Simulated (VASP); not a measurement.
Input for VASP

KPOINTS:
```
K-points
0
Gamma
4 4 4
0 0 0
```

**POSCAR**
```
BaO
1
    0.0000000000     2.8064520000     2.8064520000
    2.8064520000     0.0000000000     2.8064520000
    2.8064520000     2.8064520000     0.0000000000
Ba O
1 1
Direct
  0.0000000000   0.0000000000   0.0000000000
  0.5000000000   0.5000000000   0.5000000000
```

### INCAR
```
# general
SYSTEM=BaO
PREC  =Normal
ENCUT =500   # plane-wave cut-off (eV)
LREAL =.FALSE.
LASPH =.TRUE.   # aspherical one-centre terms

# electronic loop
EDIFF =1E-8
NELM  =100   # most electronic steps
ALGO  =Normal   # blocked Davidson

# smearing
ISMEAR=0
SIGMA =0.01

# functional
GGA   =PE   # PBE

# output
LWAVE =.TRUE.
LCHARG=.FALSE.
```

POTCAR, in this order: Ba_sv_GW O_GW_new (PBE.64 set). Program: vasp_std.

Problem. Write an equivalent input for Quantum ESPRESSO's pw.x.

Solution. One equivalent input (not run):
```
&CONTROL
  calculation = 'scf'
  pseudo_dir = './pseudo'
  outdir = './out'
  tprnfor = .true.
  tstress = .true.
/
&SYSTEM
  ibrav = 0
  nat = 2
  ntyp = 2
  ecutwfc = 84
  occupations = 'smearing'
  smearing = 'gaussian'
  degauss = 0.000735
  input_dft = 'pbe'
/
&ELECTRONS
  conv_thr = 7.3e-10
  electron_maxstep = 100
/
ATOMIC_SPECIES
  Ba 137.327 Ba.upf
  O 15.999 O.upf
CELL_PARAMETERS angstrom
     0.0000000    2.8064520    2.8064520
     2.8064520    0.0000000    2.8064520
     2.8064520    2.8064520    0.0000000
ATOMIC_POSITIONS crystal
  Ba   0.0000000  0.0000000  0.0000000
  O    0.5000000  0.5000000  0.5000000
K_POINTS automatic
  4 4 4 0 0 0
```
Limits of the translation: the potentials are each code's own (VASP's PAW set, PseudoDojo norm-conserving files in pw.x), so ENCUT and ecutwfc are chosen apart and not converted; conv_thr bounds pw.x's estimated SCF error, while EDIFF bounds the energy change between steps.

The compound is BaO in the rock salt structure. This cell is one point of a volume scan, at 1.04 of the reference volume. The k-mesh is coarse (spacing up to 0.48 per Å, 2π included), so the numbers may not be converged in it.
